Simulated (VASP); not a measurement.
Calculation: PBE GGA, VASP's PBE PAW potentials (set 64) (plane waves; VASP).

The input files of a VASP run:

**POSCAR**
```
RuAl
1
    2.9774450000     0.0000000000     0.0000000000
    0.0000000000     3.0132180000     0.0000000000
    0.0000000000     0.0000000000     3.0479160000
Al Ru
1 1
Direct
  0.5000000000   0.5000000000   0.5000000000
  0.0254500000   0.0000000000   0.0000000000
```

### INCAR
```
LMAXMIX=4   ! l cut-off of mixed one-centre charges
GGA=PE
LWAVE=F
SIGMA=0.1   ! width (eV)
BMIX=0.0001
PREC=Accurate
ENCUT=400   ! plane-wave cut-off (eV)
ISMEAR=1   ! Methfessel-Paxton
LASPH=T
EDIFF=1E-6   ! SCF stop (eV)
ALGO=Normal   ! blocked Davidson
IMIX=4
LCHARG=F
ISIF=2   ! forces and stress, cell fixed
AMIX=1.0
LREAL=F
SYSTEM=RuAl
NELM=100
```

KPOINTS:
```
Automatic
0
gamma
11 11 11
```

POTCAR, in this order: Al Ru_pv (PBE.64 set). Program: vasp_std.

Problem. Estimate the energy per atom (σ→0), pressure, largest force, band gap (on the k-mesh).

Solution. 
The energy per atom (σ→0) is -7112 meV/atom, the band gap (on the k-mesh) is none (metal, semimetal or under 0.01 eV) and the pressure is -1.79 GPa. The largest force is 0.537 eV/Å.

OSZICAR:
```
...
DAV:   8    -0.142271688575E+02    0.22701E-01   -0.36418E-01  5268   0.564E+00    0.102E+00
DAV:   9    -0.142246112937E+02    0.25576E-02   -0.11590E-02  5984   0.135E+00    0.646E-01
DAV:  10    -0.142237059766E+02    0.90532E-03   -0.44978E-03  5548   0.905E-01    0.258E-01
DAV:  11    -0.142236185777E+02    0.87399E-04   -0.48673E-04  5668   0.325E-01    0.732E-02
DAV:  12    -0.142236207232E+02   -0.21455E-05   -0.39019E-05  6240   0.631E-02    0.252E-02
DAV:  13    -0.142236171741E+02    0.35491E-05   -0.99327E-06  5764   0.344E-02    0.142E-02
DAV:  14    -0.142236167055E+02    0.46856E-06   -0.20722E-06  3868   0.181E-02
   1 F= -.14223617E+02 E0= -.14223345E+02  d E =-.815716E-03
```

The compound is RuAl in the CsCl type structure. The cell was not relaxed at this level, atoms are displaced from their ideal sites. The run is one of a series of settings (AMIX = 1.0, BMIX = 0.0001, IMIX = 4 against the base run), some of them coarse on purpose. The electron count is odd and the run is not spin-polarised, which forces a metal.
